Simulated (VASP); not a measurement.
Computed with PW91 GGA, VASP's PBE PAW potentials (set 64) (plane waves; VASP 6.6.1).

VASP ran on this input.

POSCAR:
```
Co
1
    1.2343590229    -2.1379727720     0.0000000000
    1.2343590229     2.1379727720     0.0000000000
    0.0000000000     0.0000000000     3.9815511682
Co
2
Direct
  0.3333330000   0.6666670000   0.2500000000
  0.6666670000   0.3333330000   0.7500000000
```

File KPOINTS:
```
kpoints
0
Gamma
  17 17 9
```

### INCAR
```
! general
SYSTEM  = Co
PREC    = Accurate
ENCUT   = 520   ! plane-wave cut-off (eV)
LREAL   = .FALSE.   ! projection in real space or not
LASPH   = .TRUE.   ! aspherical one-centre terms

! electronic loop
EDIFF   = 1E-7
NELM    = 100
ALGO    = Normal   ! blocked Davidson
LMAXMIX = 4   ! l cut-off of mixed one-centre charges

! smearing
ISMEAR  = 1   ! Methfessel-Paxton
SIGMA   = 0.1   ! width (eV)

! functional
GGA     = 91   ! PW91

! spin
ISPIN   = 2
MAGMOM  = 1.6 1.6

! ions
IBRION  = 2
NSW     = 30   ! most ionic steps
ISIF    = 4   ! ions and shape, fixed volume
EDIFFG  = -0.01   ! ionic stop

! output
LWAVE   = .FALSE.
LCHARG  = .FALSE.
LORBIT  = 10
```

POTCAR, in this order: Co (PBE.64 set). Program: vasp_std.

Task: What does the run give for the energy per atom (σ→0), cell moment, pressure, band gap (on the k-mesh)?

Result: 
The energy per atom (σ→0) comes out as -6.988 eV/atom and the cell moment comes out as 3.14 μB. The band gap (on the k-mesh) is none (metal, semimetal or under 0.01 eV) and the pressure is 6.74 GPa.

**OSZICAR**
```
...
DAV:  10    -0.139758348268E+02   -0.48500E-03   -0.69901E-04 13554   0.384E-01    0.291E-01
DAV:  11    -0.139758016892E+02    0.33138E-04   -0.20362E-04 12691   0.217E-01    0.366E-02
DAV:  12    -0.139758005707E+02    0.11184E-05   -0.13205E-05 12045   0.376E-02    0.149E-02
DAV:  13    -0.139757996460E+02    0.92467E-06   -0.19223E-06 14762   0.205E-02    0.896E-03
DAV:  14    -0.139758001300E+02   -0.48393E-06   -0.42264E-07 11027   0.821E-03    0.388E-03
DAV:  15    -0.139757999999E+02    0.13010E-06   -0.61876E-08  5909   0.484E-03    0.174E-03
DAV:  16    -0.139758000441E+02   -0.44240E-07   -0.13969E-08  5566   0.226E-03
   1 F= -.13975800E+02 E0= -.13976007E+02  d E =-.139758E+02  mag=     3.1361
```

The compound is Co in the hcp structure. This cell is one point of a volume scan, at 0.97 of the reference volume.
